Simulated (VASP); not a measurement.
The input files of a VASP run:

File POSCAR:
```
PtS2
1
    3.4347410000     0.0000000000     0.0000000000
   -1.7173710000     2.9745730000     0.0000000000
    0.0000000000     0.0000000000    16.7926240000
Pt S
1 2
Direct
 -0.0163640000  -0.0006050000   0.4998460000
  0.3376070000   0.6582500000   0.5818240000
  0.6787570000   0.3423550000   0.4183300000
```

KPOINTS:
```
kpoints
0
Gamma
8 8 1
0 0 0
```

### INCAR
```
SYSTEM=PtS2
PREC=Accurate; ENCUT=300; LREAL=.FALSE.
LASPH=.TRUE.
EDIFF=1E-6; NELM=100; ALGO=Normal
LMAXMIX=6
ISMEAR=0; SIGMA=0.272
GGA=PE; GGA_COMPAT=.FALSE.
MAGMOM=9*0.0; LSORBIT=.TRUE.; LNONCOLLINEAR=.TRUE.
ISIF=2
LWAVE=.FALSE.; LCHARG=.FALSE.; LORBIT=11
```

POTCAR, in this order: Pt S (PBE.64 set). Program: vasp_ncl.

**Question.** Write an equivalent input for Quantum ESPRESSO's pw.x.

**Answer.** One equivalent input (not run):
```
&CONTROL
  calculation = 'scf'
  pseudo_dir = './pseudo'
  outdir = './out'
  tprnfor = .true.
  tstress = .true.
/
&SYSTEM
  ibrav = 0
  nat = 3
  ntyp = 2
  ecutwfc = 84
  occupations = 'smearing'
  smearing = 'gaussian'
  degauss = 0.01999
  input_dft = 'pbe'
  noncolin = .true.
  lspinorb = .true.
/
&ELECTRONS
  conv_thr = 7.3e-08
  electron_maxstep = 100
/
ATOMIC_SPECIES
  Pt 195.084 Pt.upf
  S 32.060 S.upf
CELL_PARAMETERS angstrom
     3.4347410    0.0000000    0.0000000
    -1.7173710    2.9745730    0.0000000
     0.0000000    0.0000000   16.7926240
ATOMIC_POSITIONS crystal
  Pt  -0.0163640 -0.0006050  0.4998460
  S    0.3376070  0.6582500  0.5818240
  S    0.6787570  0.3423550  0.4183300
K_POINTS automatic
  8 8 1 0 0 0
```
The two are equivalent in intent, not identical: the potentials are each code's own (VASP's PAW set, PseudoDojo norm-conserving files, fully relativistic, in pw.x), so ENCUT and ecutwfc are chosen apart and not converted; conv_thr bounds pw.x's estimated SCF error, while EDIFF bounds the energy change between steps.

The cell is a sheet with vacuum, built from a generated structure.
